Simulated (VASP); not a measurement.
Here is a VASP 6.6.1 calculation.

Contents of INCAR:

```
SYSTEM = TaMo2C3
PREC = Normal
ENCUT = 520
EDIFF = 1E-4
ISMEAR = 0
SIGMA = 0.15
LREAL = .FALSE.
LASPH = .TRUE.
NELM = 60
ALGO = Fast
ISIF = 3
LWAVE = .FALSE.
LCHARG = .FALSE.
GGA = PE
IBRION = 2
NSW = 24
EDIFFG = -0.08
```

The input KPOINTS:

```
Automatic mesh
0
G
  3 3 5
  0 0 0
```

POSCAR

```
TaMo2C3
1.0
    5.5732993700      0.0000000000      0.0000000000
    0.0000000000      5.5732993700      0.0000000000
    0.0000000000      0.0000000000      3.4615979000
Ta Mo C
1 2 3
Direct
    0.0000000000      0.0000000000      0.0000000000
    0.0000000000      0.5000000000      0.5000000000
    0.5000000000      0.0000000000      0.5000000000
    0.0000000000      0.5000000000      0.0000000000
    0.5000000000      0.0000000000      0.0000000000
    0.5000000000      0.5000000000      0.5000000000
```

Potentials or basis: VASP PAW PBE potentials, release 64 (Ta_pv, Mo_sv, C).

Command:

```bash
$ cat potpaw_PBE.64/Ta_pv/POTCAR potpaw_PBE.64/Mo_sv/POTCAR potpaw_PBE.64/C/POTCAR > POTCAR
$ mpirun -np 1 vasp_std > vasp.out
```

(1) What does it give for the space group after relaxing (to 0.05 Å)?

(2) Predict the relaxed cell.

(3) Estimate the relaxed volume.

Answers

(1) P4/mmm (No. 123).

(2) a = 4.335 Å, b = 4.335 Å, c = 4.105 Å, α = 90.00°, β = 90.00°, γ = 90.00°.

(3) 12.86 Å³/atom.

Caveat: the k mesh is coarse (spacing up to 0.38 Å⁻¹), so the values aren't converged; the volume moved by over 15 % at a fixed basis, so the end points are rough.
